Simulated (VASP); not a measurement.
All values below come from SCAN meta-GGA, VASP's PBE PAW potentials (set 64) (plane waves; VASP).

Input for VASP

INCAR:
```
# general
SYSTEM   =  InAs
PREC     =  Accurate
ENCUT    =  520
LREAL    =  .FALSE.
LASPH    =  .TRUE.

# electronic loop
EDIFF    =  1E-7
NELM     =  100
ALGO     =  Normal
LMAXMIX  =  4
LMIXTAU  =  .TRUE.

# smearing
ISMEAR   =  -5

# functional
METAGGA  =  SCAN

# ions
ISIF     =  2

# output
LWAVE    =  .FALSE.
LCHARG   =  .FALSE.
LORBIT   =  11
NEDOS    =  601
```

KPOINTS:
```
Automatic
0
G
12 12 12
0 0 0
```

POSCAR:
```
InAs
1
    0.0000000000     3.0456084372     3.0456084372
    3.0456084372     0.0000000000     3.0456084372
    3.0456084372     3.0456084372     0.0000000000
In As
1 1
Direct
  0.0000000000   0.0000000000   0.0000000000
  0.2500000000   0.2500000000   0.2500000000
```

File KPOINTS_OPT:
```
k-points along high-symmetry lines
10
Line-mode
Reciprocal
  0.000000   0.000000   0.000000 ! GAMMA
 -0.500000  -0.500000   0.000000 ! X

 -0.500000  -0.500000   0.000000 ! X
 -0.375000  -0.375000   0.250000 ! U

 -0.375000  -0.000000   0.375000 ! K
  0.000000   0.000000   0.000000 ! GAMMA

  0.000000   0.000000   0.000000 ! GAMMA
 -0.000000  -0.000000   0.500000 ! L

 -0.000000  -0.000000   0.500000 ! L
 -0.500000  -0.250000   0.250000 ! W

 -0.500000  -0.250000   0.250000 ! W
 -0.500000  -0.500000   0.000000 ! X
```

POTCAR, in this order: In_d As (PBE.64 set). Program: vasp_std.

What VASP printed:

**OSZICAR**
```
       N       E                     dE             d eps       ncg     rms          rms(c)
DAV:   1     0.680913723242E+02    0.68091E+02   -0.87390E+03  1882   0.152E+03
DAV:   2    -0.486622652778E+02   -0.11675E+03   -0.11371E+03  1952   0.331E+02
DAV:   3    -0.571921806272E+02   -0.85299E+01   -0.84765E+01  2457   0.938E+01
DAV:   4    -0.574311775330E+02   -0.23900E+00   -0.23884E+00  2177   0.177E+01
DAV:   5    -0.574417182258E+02   -0.10541E-01   -0.10540E-01  2711   0.316E+00    0.398E+00
DAV:   6    -0.541935222337E+02    0.32482E+01   -0.19159E+00  2362   0.372E+01    0.238E+00
DAV:   7    -0.540886077208E+02    0.10491E+00   -0.56463E-01  1882   0.121E+01    0.161E+00
DAV:   8    -0.540703152456E+02    0.18292E-01   -0.39670E-01  1872   0.776E+00    0.171E+00
DAV:   9    -0.541124880349E+02   -0.42173E-01   -0.19456E-02  2335   0.113E+00    0.187E+00
DAV:  10    -0.541184977144E+02   -0.60097E-02   -0.10922E-02  2030   0.780E-01    0.213E+00
DAV:  11    -0.541320461454E+02   -0.13548E-01   -0.90748E-03  1882   0.116E+00    0.217E+00
DAV:  12    -0.541537617653E+02   -0.21716E-01   -0.49013E-02  1872   0.354E+00    0.194E+00
DAV:  13    -0.541609546130E+02   -0.71928E-02   -0.10053E-02  1890   0.150E+00    0.170E+00
DAV:  14    -0.541529125226E+02    0.80421E-02   -0.17749E-02  1882   0.195E+00    0.133E+00
DAV:  15    -0.541550654872E+02   -0.21530E-02   -0.18935E-03  1902   0.522E-01    0.128E+00
DAV:  16    -0.541538896337E+02    0.11759E-02   -0.12498E-04  2367   0.145E-01    0.129E+00
DAV:  17    -0.541549022077E+02   -0.10126E-02   -0.63632E-05  1932   0.101E-01    0.128E+00
DAV:  18    -0.541600885998E+02   -0.51864E-02   -0.39870E-03  1882   0.779E-01    0.106E+00
DAV:  19    -0.541611471515E+02   -0.10586E-02   -0.16690E-02  1882   0.159E+00    0.608E-01
DAV:  20    -0.541606799988E+02    0.46715E-03   -0.16548E-03  2482   0.305E-01    0.502E-01
DAV:  21    -0.541605566043E+02    0.12339E-03   -0.49823E-04  1892   0.308E-01    0.423E-01
DAV:  22    -0.541592053672E+02    0.13512E-02   -0.11866E-03  2058   0.319E-01    0.172E-01
DAV:  23    -0.541589411725E+02    0.26419E-03   -0.34501E-04  1907   0.191E-01    0.117E-01
DAV:  24    -0.541587922507E+02    0.14892E-03   -0.12272E-04  1995   0.156E-01    0.728E-02
DAV:  25    -0.541587244711E+02    0.67780E-04   -0.12999E-04  1912   0.114E-01    0.317E-02
DAV:  26    -0.541587529652E+02   -0.28494E-04   -0.35032E-05  1927   0.815E-02    0.315E-02
DAV:  27    -0.541587751922E+02   -0.22227E-04   -0.29791E-05  1932   0.807E-02    0.319E-02
DAV:  28    -0.541587471474E+02    0.28045E-04   -0.31595E-05  1910   0.830E-02    0.267E-02
DAV:  29    -0.541587216536E+02    0.25494E-04   -0.67090E-06  2387   0.271E-02    0.142E-02
DAV:  30    -0.541587169799E+02    0.46737E-05   -0.65761E-06  1902   0.367E-02    0.737E-03
DAV:  31    -0.541587192856E+02   -0.23057E-05   -0.11266E-06  1925   0.131E-02    0.647E-03
DAV:  32    -0.541587160535E+02    0.32322E-05   -0.32967E-07  1967   0.781E-03    0.451E-03
DAV:  33    -0.541587106620E+02    0.53915E-05   -0.84906E-08  1544   0.391E-03    0.213E-03
DAV:  34    -0.541587075066E+02    0.31555E-05   -0.18525E-07  1899   0.450E-03    0.120E-03
DAV:  35    -0.541587056165E+02    0.18901E-05   -0.26534E-08  1006   0.262E-03    0.410E-04
DAV:  36    -0.541587043254E+02    0.12911E-05   -0.25384E-08  1001   0.196E-03    0.886E-05
DAV:  37    -0.541587042014E+02    0.12401E-06   -0.73672E-09   981   0.134E-03    0.605E-05
DAV:  38    -0.541587042229E+02   -0.21539E-07   -0.12012E-09   981   0.639E-04
   1 F= -.54158704E+02 E0= -.54158704E+02  d E =0.000000E+00
       N       E                     dE             ncg
```

### OUTCAR
```
------------------------ aborting loop because EDIFF is reached ----------------------------------------
  FORCE on cell =-STRESS in cart. coord.  units (eV):
  Direction    XX          YY          ZZ          XY          YZ          ZX
  --------------------------------------------------------------------------------------
  Total       -0.0147044     -0.0147044     -0.0147044      0.0000000      0.0000000      0.0000000
  in kB       -0.4169705     -0.4169705     -0.4169705      0.0000000      0.0000000      0.0000000
  external PRESSURE =      -0.4169705 kB  Pullay stress =       0.0000000 kB
  volume of cell :       56.50
      direct lattice vectors                 reciprocal lattice vectors
     0.000000000  3.045608437  3.045608437    -0.164170809  0.164170809  0.164170809
     3.045608437  0.000000000  3.045608437     0.164170809 -0.164170809  0.164170809
     3.045608437  3.045608437  0.000000000     0.164170809  0.164170809 -0.164170809
  FREE ENERGIE OF THE ION-ELECTRON SYSTEM (eV)
  ---------------------------------------------------
  free  energy   TOTEN  =       -54.1587042229 eV

  energy  without entropy=      -54.1587042229  energy(sigma->0) =      -54.15870422

 total charge

# of ion       s       p       d       tot
------------------------------------------
    1        0.858   0.760   9.884  11.502
    2        1.212   1.577   0.023   2.812
--------------------------------------------------
tot          2.070   2.337   9.907  14.314
```
(Selected blocks of OUTCAR.)

For a metal the tetrahedron method with Blöchl corrections gives inexact stress and forces.

The compound is InAs in the zinc blende structure. It was relaxed first.
